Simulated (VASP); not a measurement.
OSZICAR of a VASP run on Rb (relaxed from the simple-cubic structure, space group Pm-3m):

**OSZICAR**
```
       N       E                     dE             d eps       ncg     rms          rms(c)
DAV:   1     0.442186417900E+02    0.44219E+02   -0.29867E+03   560   0.671E+02
DAV:   2     0.148815531458E+01   -0.42730E+02   -0.42302E+02   640   0.130E+02
DAV:   3    -0.840721063598E+00   -0.23289E+01   -0.23293E+01   712   0.361E+01
DAV:   4    -0.927425248772E+00   -0.86704E-01   -0.86709E-01   928   0.576E+00
DAV:   5    -0.927771881735E+00   -0.34663E-03   -0.34972E-03   848   0.348E-01    0.953E-01
DAV:   6    -0.926049884455E+00    0.17220E-02   -0.26211E-03   880   0.325E-01    0.584E-01
DAV:   7    -0.925204547244E+00    0.84534E-03   -0.49923E-03   720   0.449E-01    0.595E-02
DAV:   8    -0.925231009125E+00   -0.26462E-04   -0.21591E-04   888   0.132E-01    0.258E-02
DAV:   9    -0.925240244549E+00   -0.92354E-05   -0.93555E-06   736   0.299E-02    0.682E-03
DAV:  10    -0.925239898558E+00    0.34599E-06   -0.69349E-06   856   0.171E-02    0.734E-04
DAV:  11    -0.925240170251E+00   -0.27169E-06   -0.19964E-07   808   0.338E-03    0.373E-04
DAV:  12    -0.925240356525E+00   -0.18627E-06   -0.22290E-08   496   0.103E-03    0.219E-04
DAV:  13    -0.925240371940E+00   -0.15415E-07   -0.14031E-09   392   0.309E-04
   1 F= -.92524037E+00 E0= -.92524037E+00  d E =0.000000E+00
```

### Question
Which electronic solver shows in the log?

### Answer
It is blocked Davidson (ALGO = Normal, or the opening steps of other solvers). The INCAR had ALGO = Normal.

### Question
Can the final energy be trusted as converged?

### Answer
The run converged. It stopped with EDIFF = 1E-7, NELM = 100 (PBEsol GGA, plane waves, VASP's PBE PAW potentials (set 64)).

The structure was generated: Rb was put into the simple-cubic type (Pm-3m), which need not be its known phase. It was relaxed first.
